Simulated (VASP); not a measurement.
Here is the system:

```xyz
1
Lattice="-1.3982 1.3982 1.3982 1.3982 -1.3982 1.3982 1.3982 1.3982 -1.3982" Properties=species:S:1:pos:R:3 pbc="T T T"
Fe     0.0000     0.0000     0.0000
```
Starting moments (μB, in the order of the record's atoms Fe): 2.1.

The numbers are results of revTPSS meta-GGA, VASP's PBE PAW potentials (set 64) (plane waves; VASP), not measurements. Numerical set-up: 520 eV cut-off, 20×20×20 Γ-centred mesh, tetrahedra with Blöchl corrections, potentials Fe.

Problem. Estimate the cell moment, energy per atom (σ→0), band gap (over mesh and band path) with the smallest direct gap where there is one.

Solution. 
| Quantity | Value |
|---|---|
| band gap (over mesh and band path) | none (metal, semimetal or under 0.01 eV) |
| cell moment | 2.17 μB |
| energy per atom (σ→0) | -5.831 eV/atom |

Problem. Give the moment on each site (PAW-sphere projection).

Solution. 
```csv
site,moment (μB)
Fe1,2.13
```

Total energies compare only between runs with the same potentials, cut-off and functional.

The compound is Fe in the bcc structure. It was relaxed first, which changed the volume by -8 %.
